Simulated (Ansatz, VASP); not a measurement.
**Si (amorphous Si) in two plane-wave programs**

Aim: how closely do two programs agree when they are given the same cell, functional and k mesh? Of the first pair: The structure shown is the start of the Ansatz relaxation below; VASP solves that cell, so the two are compared at the walk's first step.

Calculated with Ansatz 0.2.0; plane waves, with VASP 6.6.1 beside it; single point at PBE.

## Step 1: The structure

The cell holds 132 atoms: 132 Si. Cell: a = 13.966 Å, b = 13.966 Å, c = 13.966 Å, α = 90.0°, β = 90.0°, γ = 90.0°. As first built, before any earlier steps moved the atoms (in the runner's words): 132 atoms (132 Si) placed at random at 2.26 g/cm^3, melted at 2500 K for 20 ps at fixed volume with the modified Tersoff potential (Kumagai, Izumi, Hara and Sakai, Comput. Mater. Sci. 39, 457 (2007)). Quenched from 2500 K to 300 K at 20 K/ps and fixed volume, held 5 ps. The density is a measured one.

## Step 2: Ansatz: relaxation, PBE

Ansatz runs on its default PAW (the set named soft_2) files.

The two programs are compared at the cell with which this relaxation starts, whose forces are those of its first step.

File input.yaml:

```yaml
crystal:
  lattice:
    - [13.9657, 0.0, 0.0]
    - [0.0, 13.9657, 0.0]
    - [0.0, 0.0, 13.9657]
  atoms:
    - { symbol: Si, position: [0.10027, 0.18563, 0.34602] }
    - { symbol: Si, position: [0.10183, 0.00131, 0.80799] }
    - { symbol: Si, position: [0.18934, 0.13949, 0.12572] }
    - { symbol: Si, position: [0.22392, 0.30982, 0.13403] }
    - { symbol: Si, position: [0.63759, 0.77422, 0.16738] }
    - { symbol: Si, position: [0.70201, 0.07499, 0.07649] }
    - { symbol: Si, position: [0.79285, 0.83523, 0.208] }
    - { symbol: Si, position: [0.71664, 0.80622, 0.77277] }
    - { symbol: Si, position: [0.90517, 0.71504, 0.90413] }
    - { symbol: Si, position: [0.84672, 0.15491, 0.67917] }
    - { symbol: Si, position: [0.70536, 0.08808, 0.90211] }
    - { symbol: Si, position: [0.2578, 0.14578, 0.59168] }
    - { symbol: Si, position: [0.3517, 0.61308, 0.59642] }
    - { symbol: Si, position: [0.97591, 0.47501, 0.83446] }
    - { symbol: Si, position: [0.60333, 0.50805, 0.13682] }
    - { symbol: Si, position: [0.9836, 0.99255, 0.50279] }
    - { symbol: Si, position: [0.24551, 0.15188, 0.93453] }
    - { symbol: Si, position: [0.4449, 0.19723, 0.40643] }
    - { symbol: Si, position: [0.37652, 0.89543, 0.60937] }
    - { symbol: Si, position: [0.02977, 0.84031, 0.20432] }
    - { symbol: Si, position: [0.26606, 0.31321, 0.56694] }
    - { symbol: Si, position: [0.92016, 0.71641, 0.54814] }
    - { symbol: Si, position: [0.05936, 0.74881, 0.84086] }
    - { symbol: Si, position: [0.95944, 0.11263, 0.04186] }
    - { symbol: Si, position: [0.1647, 0.793, 0.95782] }
    - { symbol: Si, position: [0.8427, 0.9948, 0.10433] }
    - { symbol: Si, position: [0.99706, 0.2594, 0.48756] }
    - { symbol: Si, position: [0.22905, 0.64877, 0.01989] }
    - { symbol: Si, position: [0.44811, 0.92894, 0.45151] }
    - { symbol: Si, position: [0.96428, 0.86185, 0.61484] }
[... 96 atom lines left out ...]
    - { symbol: Si, position: [0.23578, 0.53527, 0.70118] }
    - { symbol: Si, position: [0.51317, 0.86394, 0.22531] }
    - { symbol: Si, position: [0.08858, 0.39281, 0.07175] }
    - { symbol: Si, position: [0.63748, 0.01561, 0.76756] }
    - { symbol: Si, position: [0.85621, 0.13524, 0.84292] }
    - { symbol: Si, position: [0.26984, 0.36982, 0.72658] }
kpoints:
  mp_grid: { grid: [1, 1, 1] }
hamiltonian:
  xc: pbe
scf:
  occupations: { method: gaussian, width: 0.025 }
output:
  forces: true
relax:
  f_tol: 0.05
  max_steps: 120
```

The run is started by

```console
ansatz run input.yaml --threads 4 --pin off --max-ram 8192MiB --backend cpu --events-out ev --progress --plain --runs-dir out
```

Numbers of over 12 decimals in the logs are rounded to 6 here.

Output:

```text
Engine: ansatz 0.2.0, aarch64-unknown-linux-gnu
Pseudopotentials: kind: paw
Pseudopotential: Si, paw, valence charge 4, recommended cutoff 420 eV (normal), Si.paw.azcp
Functional definition: PBE
  parameter kappa = 0.804
  parameter beta = 0.066725
  exchange = pbe_x(kappa = kappa, mu = beta*pi^2/3)
  correlation = pbe_c(beta = beta)
Crystal: 132 atoms, lattice volume = 2723.881 Å³
Basis set: ecut = 420 eV, 52971 PW (Γ), exchange–correlation on 192×192×192 points (8 copies of the dense FFT grid, shifted against one another)
Bands: 396, of which v1, the nominal top of the filled ones, is band 264 counted from 1 (263 counted from 0)
Symmetry: 1 space group operations
Space group: P1 (ITA 1), of the structure as read, at distance tolerance 1.4e-4 Å
k-points: 1
Non-local potential: Si, projectors of the file, l = 0: 2, l = 1: 2, l = 2: 2
PAW form: soft (Blöchl's): semilocal exchange-correlation on the pseudo side does not see the compensation charge
PAW one-centre angular grid: Si, 110 points (default); XC on 64 Gauss nodes
Initial density: superposition of atomic densities (neutral atoms: chi_scale 0, normalization atom), corrected by the library's trained network
Initial wavefunctions: pseudopotential atomic-orbital guess
Functional: x = pbe(κ = 0.804, μ = 0.219515), c = pbe(β = 0.066725)
SCF iter   1: F=—  HF=-83892.936872 eV  |F-HF|=—  |Δ(HF+E_count)|=         —  Δρ=3.51e-3  dr2=1.17e0  ethr=1.77e-3  ⟨swp⟩=6.0  Hψ=1840  notcnv=0  defer=62
preconditioner: auto → Resta (q_TF=auto, 2.076 Å⁻¹)  ε∞=5.7  [insulator: Δε(μ)=0.109 eV  Ē_g=7.518 eV  σ=0.025 eV  W_gap=1.00  n_scr=436 (ndim 8)  ℏωp=16.3 eV  f_vac=0.001  D(μ)=0.76/eV (n_scr^D=0)  ε∞_Penn≈5.7]
SCF iter   2: F=—  HF=-83892.811318 eV  |F-HF|=—  |Δ(HF+E_count)|=   1.26e-1  Δρ=1.87e-3  dr2=2.16e-1  ethr=2.21e-4  ⟨swp⟩=2.0  Hψ=457  notcnv=0  defer=100
SCF iter   3: F=—  HF=-83892.786530 eV  |F-HF|=—  |Δ(HF+E_count)|=   2.48e-2  Δρ=3.93e-4  dr2=8.95e-3  ethr=4.09e-5  ⟨swp⟩=2.0  Hψ=417  notcnv=0  defer=121
SCF iter   4: F=—  HF=-83892.789121 eV  |F-HF|=—  |Δ(HF+E_count)|=   2.59e-3  Δρ=1.44e-4  dr2=2.00e-3  ethr=1.70e-6  ⟨swp⟩=3.0  Hψ=660  notcnv=0  defer=121
SCF iter   5: F=—  HF=-83892.789582 eV  |F-HF|=—  |Δ(HF+E_count)|=   4.61e-4  Δρ=4.82e-5  dr2=2.30e-4  ethr=3.80e-7  ⟨swp⟩=3.0  Hψ=493  notcnv=0  defer=121
SCF iter   6: F=—  HF=-83892.789708 eV  |F-HF|=—  |Δ(HF+E_count)|=   1.26e-4  Δρ=1.74e-5  dr2=3.64e-5  ethr=4.35e-8  ⟨swp⟩=2.0  Hψ=420  notcnv=0  defer=121
SCF iter   7: F=-83892.789716 eV  HF=-83892.789727 eV  |F-HF|=1.17e-5  |Δ(HF+E_count)|=   1.94e-5  Δρ=1.04e-5  dr2=1.77e-5  ethr=6.89e-9  ⟨swp⟩=4.0  Hψ=929  notcnv=0
SCF 1 converged in 7 iterations: F = -83892.789716 eV  dr2 = 1.77e-5
  greatest PAW one-centre occupation: 0.665 electrons in one spin orbital (limit 2), on the Si atom at site 45 (counted from 0), in its partial waves of l = 0
relax step   1: F+E_penalty+E_count = -83892.78971553 eV  Δ(F+E_penalty+E_count) = +0.000e0 eV  max|allowed force component| = 2.204e0 eV/Å  Δτ_max = 0.0000 Å  (7 SCF iters, dr2 threshold 6.25e-5 eV, accepted)
Initial density: handed on by an earlier stage of this run
Initial wavefunctions: those handed on with the density
iter 1 solved again at ethr=2.18e-4 eV; its pass at ethr=3.10e-3 eV (dr2=1.15e0 eV) is discarded
SCF iter   1: F=—  HF=-83896.990092 eV  |F-HF|=—  |Δ(HF+E_count)|=         —  Δρ=6.23e-3  dr2=1.17e0  ethr=2.18e-4  ⟨swp⟩=2.0  Hψ=1383  notcnv=0  defer=121
preconditioner: auto → Resta (q_TF=auto, 2.076 Å⁻¹)  ε∞=5.7  [insulator: Δε(μ)=0.133 eV  Ē_g=7.545 eV  σ=0.025 eV  W_gap=1.00  n_scr=436 (ndim 8)  ℏωp=16.3 eV  f_vac=0.001  D(μ)=0.08/eV (n_scr^D=0)  ε∞_Penn≈5.7]
SCF iter   2: F=—  HF=-83896.841681 eV  |F-HF|=—  |Δ(HF+E_count)|=   1.48e-1  Δρ=3.39e-3  dr2=2.67e-1  ethr=2.18e-4  ⟨swp⟩=2.0  Hψ=276  notcnv=0  defer=121
SCF iter   3: F=—  HF=-83896.808645 eV  |F-HF|=—  |Δ(HF+E_count)|=   3.30e-2  Δρ=4.80e-4  dr2=1.48e-2  ethr=5.06e-5  ⟨swp⟩=3.0  Hψ=541  notcnv=0  defer=121
SCF iter   4: F=—  HF=-83896.809191 eV  |F-HF|=—  |Δ(HF+E_count)|=   5.45e-4  Δρ=1.42e-4  dr2=2.12e-3  ethr=2.80e-6  ⟨swp⟩=2.0  Hψ=397  notcnv=0  defer=121
iter 5 did not close the SCF: its close was put off for the readings that it lacked (scf_convergence_deferred on its scf_iter line)
SCF iter   5: F=-83896.809204 eV  HF=-83896.809215 eV  |F-HF|=1.03e-5  |Δ(HF+E_count)|=   2.41e-5  Δρ=3.76e-5  dr2=9.87e-5  ethr=4.01e-7  ⟨swp⟩=2.0  Hψ=300  notcnv=0  defer=121
SCF iter   6: F=-83896.809246 eV  HF=-83896.809243 eV  |F-HF|=2.73e-6  |Δ(HF+E_count)|=   2.87e-5  Δρ=1.24e-5  dr2=1.06e-5  ethr=1.87e-8  ⟨swp⟩=2.0  Hψ=1106  notcnv=0
SCF 2 converged in 6 iterations: F = -83896.809246 eV  dr2 = 1.06e-5
  greatest PAW one-centre occupation: 0.666 electrons in one spin orbital (limit 2), on the Si atom at site 23 (counted from 0), in its partial waves of l = 0
[...]
- { symbol: Si, position: [0.986813, 0.253179, 0.479786] }
    - { symbol: Si, position: [0.232377, 0.660225, 0.032781] }
    - { symbol: Si, position: [0.445900, 0.942000, 0.458357] }
    - { symbol: Si, position: [0.954433, 0.866203, 0.626258] }
    - { symbol: Si, position: [0.987856, 0.140116, 0.602248] }
    - { symbol: Si, position: [0.912076, 0.245597, 0.952889] }
    - { symbol: Si, position: [0.865866, 0.038999, 0.399775] }
    - { symbol: Si, position: [0.863832, 0.736253, 0.317551] }
    - { symbol: Si, position: [0.959755, 0.618850, 0.045633] }
    - { symbol: Si, position: [0.279502, 0.583980, 0.894009] }
    - { symbol: Si, position: [0.797202, 0.792100, 0.465422] }
    - { symbol: Si, position: [0.303186, 0.051108, 0.208960] }
    - { symbol: Si, position: [0.039997, 0.699589, 0.324272] }
    - { symbol: Si, position: [0.579527, 0.457839, 0.578013] }
    - { symbol: Si, position: [0.661249, 0.247507, 0.885843] }
    - { symbol: Si, position: [0.105594, 0.376952, 0.485683] }
    - { symbol: Si, position: [0.026267, 0.129211, 0.227644] }
    - { symbol: Si, position: [0.404768, 0.463439, 0.338475] }
    - { symbol: Si, position: [0.622685, 0.625131, 0.789146] }
    - { symbol: Si, position: [0.939933, 0.771668, 0.103565] }
    - { symbol: Si, position: [0.931984, 0.992895, 0.250088] }
    - { symbol: Si, position: [0.225992, 0.706788, 0.506112] }
    - { symbol: Si, position: [0.455049, 0.803352, 0.368013] }
    - { symbol: Si, position: [0.481377, 0.571623, 0.026364] }
[...]
- { symbol: Si, position: [0.382732, 0.456713, 0.951336] }
    - { symbol: Si, position: [0.749788, 0.464950, 0.040029] }
    - { symbol: Si, position: [0.225986, 0.529876, 0.676318] }
    - { symbol: Si, position: [0.531766, 0.867055, 0.233397] }
    - { symbol: Si, position: [0.096573, 0.389539, 0.067326] }
    - { symbol: Si, position: [0.628566, 0.021587, 0.753864] }
    - { symbol: Si, position: [0.855933, 0.125391, 0.849320] }
    - { symbol: Si, position: [0.280519, 0.372513, 0.716480] }
```

## Step 3: VASP: single point, PBE, start cell, pair 1

The same cell, functional, mesh and smearing now go to VASP, with its own data sets.

Lines of VASP's logs that name or quote its potential files are left out, and so is its time.

File INCAR:

```
SYSTEM = Si
PREC = Accurate
ENCUT = 400
EDIFF = 1E-06
NELM = 120
ISMEAR = 0
SIGMA = 0.025
LREAL = Auto
ALGO = Normal
GGA = PE
NBANDS = 356
LORBIT = 11
LWAVE = .FALSE.
LCHARG = .FALSE.
ISIF = 2
LASPH = .TRUE.
GGA_COMPAT = .FALSE.
EFERMI = MIDGAP
```

File POSCAR:

```
Si
1.0
   13.9657000000      0.0000000000      0.0000000000
    0.0000000000     13.9657000000      0.0000000000
    0.0000000000      0.0000000000     13.9657000000
Si
132
Direct
    0.1002670829      0.1856333732      0.3460191756
    0.1018280502      0.0013103532      0.8079867103
    0.1893424605      0.1394917548      0.1257223054
    0.2239200327      0.3098233529      0.1340283695
    0.6375906686      0.7742182633      0.1673815133
    0.7020127885      0.0749908705      0.0764873941
    0.7928496244      0.8352320328      0.2080024632
    0.7166414859      0.8062180915      0.7727718625
    0.9051676608      0.7150375563      0.9041294028
    0.8467173146      0.1549080963      0.6791711121
    0.7053566953      0.0880800819      0.9021101699
    0.2578030460      0.1457785861      0.5916781830
    0.3516973728      0.6130806189      0.5964183679
    0.9759124140      0.4750066234      0.8344587096
    0.6033281540      0.5080518699      0.1368209256
    0.9836026837      0.9925531839      0.5027889758
    0.2455086390      0.1518792470      0.9345324617
    0.4448971409      0.1972332214      0.4064314714
    0.3765224801      0.8954295166      0.6093715317
    0.0297729437      0.8403087565      0.2043220175
    0.2660589874      0.3132102222      0.5669390006
    0.9201615386      0.7164123531      0.5481429502
    0.0593597170      0.7488131637      0.8408601073
    0.9594434937      0.1126330939      0.0418596991
    0.1647035236      0.7929999928      0.9578180829
    0.8427003301      0.9948015495      0.1043270298
    0.9970570755      0.2593998153      0.4875588048
    0.2290468791      0.6487680532      0.0198915915
    0.4481121605      0.9289401892      0.4515133506
    0.9642767638      0.8618472400      0.6148420774
[... 96 atom lines left out ...]
    0.2357776553      0.5352685508      0.7011821821
    0.5131715560      0.8639380769      0.2253091503
    0.0885813099      0.3928123904      0.0717472092
    0.6374832626      0.0156096723      0.7675590912
    0.8562120051      0.1352384771      0.8429223025
    0.2698396786      0.3698203456      0.7265801213
```

File KPOINTS:

```
Automatic mesh
0
Gamma
1 1 1
0 0 0
```

The projector-augmented-wave data sets are Si (PBE family, release 64).

The run is started by

```console
export OMP_NUM_THREADS=3
mpirun -np 1 vasp_gam
```

Output:

```text
[banner, memory and clock lines left out]
running    1 mpi-ranks, on    1 nodes
[...]
Offloading initialized ...    1 GPUs detected
[...]
LDA part: xc-table for (Slater+PW92), standard interpolation
 POSCAR, INCAR and KPOINTS ok, starting setup
[...]
entering main loop
       N       E                     dE             d eps       ncg     rms          rms(c)
DAV:   1     0.227012311451E+04    0.22701E+04   -0.19562E+05   712   0.106E+03
DAV:   2    -0.401448146368E+03   -0.26716E+04   -0.25026E+04   896   0.198E+02
DAV:   3    -0.685187198831E+03   -0.28374E+03   -0.27450E+03   896   0.573E+01
DAV:   4    -0.694650503473E+03   -0.94633E+01   -0.93388E+01   872   0.123E+01
[...]
DAV:  18    -0.681875715195E+03   -0.23514E-05   -0.20218E-06   592   0.207E-03    0.320E-03
DAV:  19    -0.681875716651E+03   -0.14554E-05   -0.61487E-07   480   0.112E-03    0.145E-03
DAV:  20    -0.681875716621E+03    0.29937E-07   -0.22917E-07   440   0.675E-04
   1 F= -.68187572E+03 E0= -.68187422E+03  d E =-.299980E-02
```

OUTCAR, selected parts (step 3):

```text
  FREE ENERGIE OF THE ION-ELECTRON SYSTEM (eV)
  ---------------------------------------------------
  free  energy   TOTEN  =      -681.8757166208 eV

  energy  without entropy=     -681.8727168162  energy(sigma->0) =     -681.87421672
```

The run ends at a pressure of -0.53 GPa, with forces up to 2.2 eV/Å.

## Step 4: Differences

Known differences besides the potentials themselves: the cutoff is 420 eV in Ansatz and 400 eV in VASP (PREC = Accurate, projectors in real space). Total energies have different zeros and are not compared.

Forces on 10 of the 132 atoms, those with the largest forces and the largest differences (eV/Å; atoms numbered as in POSCAR):

```tsv
atom	Ansatz x, y, z	VASP x, y, z
Si7	-0.590, -0.172, 0.228	-0.588, -0.181, 0.224
Si15	-1.294, -0.219, -1.046	-1.294, -0.215, -1.047
Si25	1.145, 0.181, 1.004	1.145, 0.181, 1.006
Si42	-0.917, 0.425, -0.946	-0.917, 0.425, -0.944
Si49	-0.568, 1.686, -0.172	-0.568, 1.684, -0.170
Si55	0.305, -0.530, 0.128	0.309, -0.536, 0.129
Si65	-0.017, -1.761, -0.683	-0.018, -1.761, -0.682
Si99	-2.204, 0.077, 0.100	-2.200, 0.078, 0.100
Si107	0.337, 0.582, -1.286	0.337, 0.579, -1.283
Si119	0.686, 0.433, 0.526	0.683, 0.429, 0.519
```

The forces differ by 2.5 meV/Å r.m.s., which is 0.5 % of the r.m.s. force of 0.478 eV/Å (both taken over all components).

## Step 5: Ansatz: relaxation, PBE

This run makes the geometry at which the two programs are then compared.

The structure compared here is the end of the Ansatz relaxation.

input.yaml is that of step 2.

The run is started by

```console
ansatz run input.yaml --threads 4 --pin off --max-ram 8192MiB --backend cpu --events-out ev --progress --plain --runs-dir out
```

Output:

```text
[...]
Crystal: 132 atoms, lattice volume = 2723.881 Å³
Basis set: ecut = 420 eV, 52971 PW (Γ), exchange–correlation on 192×192×192 points (8 copies of the dense FFT grid, shifted against one another)
Bands: 396, of which v1, the nominal top of the filled ones, is band 264 counted from 1 (263 counted from 0)
[... 1 set-up line as in the run before ...]
[...]
k-points: 1
[...]
SCF iter   1: F=—  HF=-83892.936872 eV  |F-HF|=—  |Δ(HF+E_count)|=         —  Δρ=3.51e-3  dr2=1.17e0  ethr=1.77e-3  ⟨swp⟩=6.0  Hψ=1840  notcnv=0  defer=62
[...]
- { symbol: Si, position: [0.445900, 0.942000, 0.458357] }
    - { symbol: Si, position: [0.954433, 0.866203, 0.626258] }
    - { symbol: Si, position: [0.987856, 0.140116, 0.602248] }
    - { symbol: Si, position: [0.912076, 0.245597, 0.952889] }
    - { symbol: Si, position: [0.865866, 0.038999, 0.399775] }
    - { symbol: Si, position: [0.863832, 0.736253, 0.317551] }
[...]
- { symbol: Si, position: [0.096573, 0.389539, 0.067326] }
    - { symbol: Si, position: [0.628566, 0.021587, 0.753864] }
    - { symbol: Si, position: [0.855933, 0.125391, 0.849320] }
    - { symbol: Si, position: [0.280519, 0.372513, 0.716480] }
```

## Step 6: VASP: single point, PBE, relaxed cell, pair 2

The same cell, functional, mesh and smearing now go to VASP, with its own data sets.

INCAR is that of step 3.

File POSCAR:

```
Si
1.0
   13.9657000000      0.0000000000      0.0000000000
    0.0000000000     13.9657000000      0.0000000000
    0.0000000000      0.0000000000     13.9657000000
Si
132
Direct
    0.1031200000      0.1865300000      0.3653900000
    0.1027400000      0.9983300000      0.7922500000
    0.1744800000      0.1429400000      0.1443000000
    0.2253900000      0.3030900000      0.1363700000
    0.6412000000      0.7630300000      0.1599000000
    0.6964100000      0.0680200000      0.0853300000
    0.7978400000      0.8157100000      0.1818300000
    0.6813200000      0.8578700000      0.7620400000
    0.9152400000      0.7138600000      0.9035000000
    0.8434200000      0.1654700000      0.6826600000
    0.7024100000      0.0744900000      0.9032400000
    0.2430500000      0.1398500000      0.5951000000
    0.3459900000      0.6180200000      0.5845000000
    0.9910600000      0.4702200000      0.8325500000
    0.5983800000      0.5044600000      0.1250200000
    0.9814600000      0.9909300000      0.5160300000
    0.2568400000      0.1506200000      0.9124300000
    0.4385000000      0.1916900000      0.4135700000
    0.3706500000      0.8998100000      0.6045100000
    0.0379500000      0.8771600000      0.1876900000
    0.2563000000      0.3070100000      0.5563600000
    0.9205100000      0.7208300000      0.5598900000
    0.0739900000      0.7382000000      0.8319000000
    0.9644100000      0.1081400000      0.0376400000
    0.1723800000      0.7978500000      0.9599300000
    0.8328100000      0.9725500000      0.1155500000
    0.9868100000      0.2531800000      0.4797900000
    0.2323800000      0.6602200000      0.0327800000
    0.4459000000      0.9420000000      0.4583600000
    0.9544300000      0.8662000000      0.6262600000
[... 96 atom lines left out ...]
    0.2259900000      0.5298800000      0.6763200000
    0.5317700000      0.8670600000      0.2334000000
    0.0965700000      0.3895400000      0.0673300000
    0.6285700000      0.0215900000      0.7538600000
    0.8559300000      0.1253900000      0.8493200000
    0.2805200000      0.3725100000      0.7164800000
```

KPOINTS is that of step 3.

The run is started by

```console
export OMP_NUM_THREADS=3
mpirun -np 1 vasp_gam
```

Output:

```text
[... set-up lines as in an earlier step ...]
 entering main loop
       N       E                     dE             d eps       ncg     rms          rms(c)
DAV:   1     0.227605417606E+04    0.22761E+04   -0.19566E+05   712   0.106E+03
DAV:   2    -0.412920607137E+03   -0.26890E+04   -0.25140E+04   904   0.198E+02
DAV:   3    -0.692703400440E+03   -0.27978E+03   -0.27235E+03   888   0.574E+01
DAV:   4    -0.701852176582E+03   -0.91488E+01   -0.90402E+01   880   0.123E+01
[...]
DAV:  17    -0.688490511015E+03   -0.24458E-05   -0.10789E-06   600   0.146E-03    0.249E-03
DAV:  18    -0.688490512555E+03   -0.15397E-05   -0.11012E-06   512   0.137E-03    0.184E-03
DAV:  19    -0.688490512641E+03   -0.86727E-07   -0.18019E-07   440   0.591E-04
   1 F= -.68849051E+03 E0= -.68849051E+03  d E =-.422473E-05
```

Parts of OUTCAR (step 6):

```text
  FREE ENERGIE OF THE ION-ELECTRON SYSTEM (eV)
  ---------------------------------------------------
  free  energy   TOTEN  =      -688.4905126415 eV

  energy  without entropy=     -688.4905084167  energy(sigma->0) =     -688.49051053
```

The run ends at a pressure of -0.30 GPa, with forces up to 0.018 eV/Å.

## Step 7: Differences

Both answers:

```tsv
quantity	Ansatz	VASP	difference
gap on the k mesh (eV)	0.148	0.148	0.000
```

At this near-relaxed geometry the largest component of a force difference is 7 meV/Å. A gap on the mesh is an upper bound, since the band edges may lie between its points.

## Step 8: Outcome

```
r.m.s. force difference (single point, PBE, start cell, pair 1)           : 0.52 % of the r.m.s. force
difference in gap on the k mesh (single point, PBE, relaxed cell, pair 2) : -3.0e-5 eV
```

**Reading.** The r.m.s. force difference is 0.52 % of the r.m.s. force (single point, PBE, start cell, pair 1), within the 3 % picked in this series as the mark of a large difference. How closely two codes agree says nothing of how well the functional describes the real material.

[Lines on the potential files, build, host, timing and source positions are cut from VASP's logs without a mark.]

[Logs are printed without paths, hosts, clocks, repeated set-up lines and the standing remarks that a program may print on its own settings, such as how far it seeks lower states.]

[Hosts, paths, dates, database ids (printed as entryN), source tags and the programs' standing remarks are cut or masked in the printed files.]
